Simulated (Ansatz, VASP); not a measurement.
# Cross-check of Si (amorphous Si) between VASP and Ansatz, part 2 of 2

One calculation is typed for both programs; each brings its own data sets. How far apart do they land? Of the first pair: The structure shown is the start of the Ansatz relaxation below; VASP solves that cell, so the two are compared at the walk's first step.

VASP 6.6.1 and Ansatz 0.2.0.

So far. Step 3 (VASP: single point, LDA, start cell, pair 1): The run ends at a pressure of -3.60 GPa, with forces up to 2.1 eV/Å.

### Step 5. Ansatz: relaxation, LDA

Level of this step: Ansatz beside VASP: Kohn-Sham DFT, plane waves, LDA (Ansatz).

This run makes the geometry at which the two programs are then compared. The cell compared in this pair holds 2601.27 Å³, against 2723.88 Å³ for the pair before.

The structure compared here is the end of the Ansatz relaxation.

input.yaml

```yaml
crystal:
  lattice:
    - [13.9657, 0.0, 0.0]
    - [0.0, 13.9657, 0.0]
    - [0.0, 0.0, 13.9657]
  atoms:
    - { symbol: Si, position: [0.10027, 0.18563, 0.34602] }
    - { symbol: Si, position: [0.10183, 0.00131, 0.80799] }
    - { symbol: Si, position: [0.18934, 0.13949, 0.12572] }
    - { symbol: Si, position: [0.22392, 0.30982, 0.13403] }
    - { symbol: Si, position: [0.63759, 0.77422, 0.16738] }
    - { symbol: Si, position: [0.70201, 0.07499, 0.07649] }
    - { symbol: Si, position: [0.79285, 0.83523, 0.208] }
    - { symbol: Si, position: [0.71664, 0.80622, 0.77277] }
    - { symbol: Si, position: [0.90517, 0.71504, 0.90413] }
    - { symbol: Si, position: [0.84672, 0.15491, 0.67917] }
    - { symbol: Si, position: [0.70536, 0.08808, 0.90211] }
    - { symbol: Si, position: [0.2578, 0.14578, 0.59168] }
    - { symbol: Si, position: [0.3517, 0.61308, 0.59642] }
    - { symbol: Si, position: [0.97591, 0.47501, 0.83446] }
    - { symbol: Si, position: [0.60333, 0.50805, 0.13682] }
    - { symbol: Si, position: [0.9836, 0.99255, 0.50279] }
    - { symbol: Si, position: [0.24551, 0.15188, 0.93453] }
    - { symbol: Si, position: [0.4449, 0.19723, 0.40643] }
    - { symbol: Si, position: [0.37652, 0.89543, 0.60937] }
    - { symbol: Si, position: [0.02977, 0.84031, 0.20432] }
    - { symbol: Si, position: [0.26606, 0.31321, 0.56694] }
    - { symbol: Si, position: [0.92016, 0.71641, 0.54814] }
    - { symbol: Si, position: [0.05936, 0.74881, 0.84086] }
    - { symbol: Si, position: [0.95944, 0.11263, 0.04186] }
    - { symbol: Si, position: [0.1647, 0.793, 0.95782] }
    - { symbol: Si, position: [0.8427, 0.9948, 0.10433] }
    - { symbol: Si, position: [0.99706, 0.2594, 0.48756] }
    - { symbol: Si, position: [0.22905, 0.64877, 0.01989] }
    - { symbol: Si, position: [0.44811, 0.92894, 0.45151] }
    - { symbol: Si, position: [0.96428, 0.86185, 0.61484] }
[... 96 atom lines left out ...]
    - { symbol: Si, position: [0.23578, 0.53527, 0.70118] }
    - { symbol: Si, position: [0.51317, 0.86394, 0.22531] }
    - { symbol: Si, position: [0.08858, 0.39281, 0.07175] }
    - { symbol: Si, position: [0.63748, 0.01561, 0.76756] }
    - { symbol: Si, position: [0.85621, 0.13524, 0.84292] }
    - { symbol: Si, position: [0.26984, 0.36982, 0.72658] }
kpoints:
  mp_grid: { grid: [1, 1, 1] }
hamiltonian:
  xc: lda
scf:
  occupations: { method: gaussian, width: 0.05 }
output:
  forces: true
relax:
  f_tol: 0.05
  max_steps: 150
  cell: {}
```

Run with:

```
> ansatz run input.yaml --threads 4 --pin off --max-ram 8192MiB --backend cpu --events-out ev --progress --plain --runs-dir out
```

Numbers of over 12 decimals in the logs are rounded to 6 here.

The program printed:

```text
[...]
Crystal: 132 atoms, lattice volume = 2723.881 Å³
Basis set: ecut = 420 eV, 52971 PW (Γ)
Bands: 396, of which v1, the nominal top of the filled ones, is band 264 counted from 1 (263 counted from 0)
Symmetry: 1 space group operations
[...]
k-points: 1
[...]
SCF iter   1: F=—  HF=-80307.685303 eV  |F-HF|=—  |Δ(HF+E_count)|=         —  Δρ=4.82e-3  dr2=1.29e0  ethr=1.77e-3  ⟨swp⟩=6.0  Hψ=1833  notcnv=0  defer=63
[...]
- { symbol: Si, position: [0.448212, 0.940246, 0.458902] }
    - { symbol: Si, position: [0.960658, 0.865129, 0.620596] }
    - { symbol: Si, position: [0.981588, 0.137412, 0.599813] }
    - { symbol: Si, position: [0.914220, 0.249700, 0.954105] }
    - { symbol: Si, position: [0.856620, 0.037848, 0.401294] }
    - { symbol: Si, position: [0.861839, 0.737359, 0.315653] }
[...]
- { symbol: Si, position: [0.096738, 0.390939, 0.068485] }
    - { symbol: Si, position: [0.634913, 0.012642, 0.791125] }
    - { symbol: Si, position: [0.864359, 0.129105, 0.851306] }
    - { symbol: Si, position: [0.277779, 0.373386, 0.715448] }
```

### Step 6. VASP: single point, LDA, relaxed cell, pair 2

The same cell, functional (in two slightly different forms), mesh and smearing now go to VASP, with its own data sets.

INCAR

```
SYSTEM = Si
PREC = Accurate
ENCUT = 500
EDIFF = 1E-06
NELM = 120
ISMEAR = 0
SIGMA = 0.05
LREAL = Auto
ALGO = Normal
GGA = CA
NBANDS = 356
LORBIT = 11
LWAVE = .FALSE.
LCHARG = .FALSE.
ISIF = 2
LASPH = .TRUE.
GGA_COMPAT = .FALSE.
EFERMI = MIDGAP
```

POSCAR

```
Si
1.0
   13.6176290000      0.1195660000     -0.0195560000
    0.1195660000     13.9167630000      0.2161140000
   -0.0195560000      0.2161140000     13.7304990000
Si
132
Direct
    0.0996800000      0.1892800000      0.3641700000
    0.1046100000      0.9998900000      0.7896900000
    0.1776100000      0.1420400000      0.1471800000
    0.2263900000      0.3011800000      0.1388100000
    0.6441100000      0.7627600000      0.1547100000
    0.6985000000      0.0736800000      0.0829400000
    0.7969500000      0.8247800000      0.1807200000
    0.7287300000      0.7965600000      0.7660700000
    0.9130000000      0.7233600000      0.9042300000
    0.8342400000      0.1542500000      0.6835800000
    0.7060900000      0.1078600000      0.9080500000
    0.2429800000      0.1407900000      0.5951100000
    0.3486900000      0.6186900000      0.5844400000
    0.9913500000      0.4736700000      0.8316900000
    0.5976500000      0.5027900000      0.1276600000
    0.9814700000      0.9931700000      0.5120900000
    0.2566500000      0.1521000000      0.9103100000
    0.4427000000      0.1885900000      0.4158200000
    0.3733200000      0.9019900000      0.6057300000
    0.0363000000      0.8797500000      0.1816400000
    0.2598400000      0.3068200000      0.5574400000
    0.9216000000      0.7197400000      0.5614500000
    0.0735300000      0.7423900000      0.8311900000
    0.9638000000      0.1163300000      0.0524200000
    0.1696800000      0.8004600000      0.9589800000
    0.8429000000      0.9859800000      0.1092500000
    0.9821900000      0.2537800000      0.4778300000
    0.2331500000      0.6627900000      0.0331300000
    0.4482100000      0.9402500000      0.4589000000
    0.9606600000      0.8651300000      0.6206000000
[... 96 atom lines left out ...]
    0.2251800000      0.5318400000      0.6751500000
    0.5380400000      0.8675900000      0.2329000000
    0.0967400000      0.3909400000      0.0684800000
    0.6349100000      0.0126400000      0.7911300000
    0.8643600000      0.1291100000      0.8513100000
    0.2777800000      0.3733900000      0.7154500000
```

KPOINTS

```
Automatic mesh
0
Gamma
1 1 1
0 0 0
```

The projector-augmented-wave data sets are Si (LDA family, release 64).

Run with:

```
> export OMP_NUM_THREADS=3
> mpirun -np 1 vasp_gam
```

The program printed:

```text
[... set-up lines as in an earlier step ...]
 entering main loop
       N       E                     dE             d eps       ncg     rms          rms(c)
DAV:   1     0.251521500709E+04    0.25152E+04   -0.22551E+05   712   0.127E+03
DAV:   2    -0.444142032252E+03   -0.29594E+04   -0.27626E+04   908   0.215E+02
DAV:   3    -0.769377372092E+03   -0.32524E+03   -0.31697E+03   888   0.631E+01
DAV:   4    -0.779984115873E+03   -0.10607E+02   -0.10492E+02   880   0.135E+01
[...]
DAV:  14    -0.760708502336E+03   -0.50492E-05   -0.38639E-05   832   0.954E-03    0.310E-02
DAV:  15    -0.760708500283E+03    0.20538E-05   -0.16640E-05   864   0.487E-03    0.150E-02
DAV:  16    -0.760708500606E+03   -0.32373E-06   -0.22807E-06   496   0.199E-03
   1 F= -.76070850E+03 E0= -.76070813E+03  d E =-.746627E-03
```

From OUTCAR (step 6):

```text
  FREE ENERGIE OF THE ION-ELECTRON SYSTEM (eV)
  ---------------------------------------------------
  free  energy   TOTEN  =      -760.7085006063 eV

  energy  without entropy=     -760.7077539793  energy(sigma->0) =     -760.70812729
```

The run ends at a pressure of 0.05 GPa, with forces up to 0.022 eV/Å.

### Step 7. Differences

What differs besides the data sets and the points named for the pairs above, as far as they apply: the cutoff is 420 eV in Ansatz and 500 eV in VASP (PREC = Accurate, projectors in real space). Total energies have different zeros and are not compared.

Compared:

```csv
quantity,Ansatz,VASP,difference
pressure (GPa),0.01,0.05,-0.04
gap on the k mesh (eV),0.207,0.208,-0.001
```

At this near-relaxed geometry the largest component of a force difference is 11 meV/Å. A gap on the mesh is an upper bound, since the band edges may lie between its points.

### Step 8. What came out

```json
{
  "r.m.s. force difference (single point, LDA, start cell, pair 1)": "0.54 % of the r.m.s. force",
  "difference in gap on the k mesh (single point, LDA, relaxed cell, pair 2)": "-9.6e-4 eV"
}
```

The r.m.s. force difference is 0.54 % of the r.m.s. force (single point, LDA, start cell, pair 1), within the 3 % picked in this series as the mark of a large difference. Such differences can come from data sets, numerical settings and the points named under the comparisons, not from the functional's error against experiment.

[Lines on the potential files, build, host, timing and source positions are cut from VASP's logs without a mark.]

[Logs are printed without paths, hosts, clocks, repeated set-up lines and the standing remarks that a program may print on its own settings, such as how far it seeks lower states.]

[Hosts, paths, dates, database ids (printed as entryN), source tags and the programs' standing remarks are cut or masked in the printed files.]
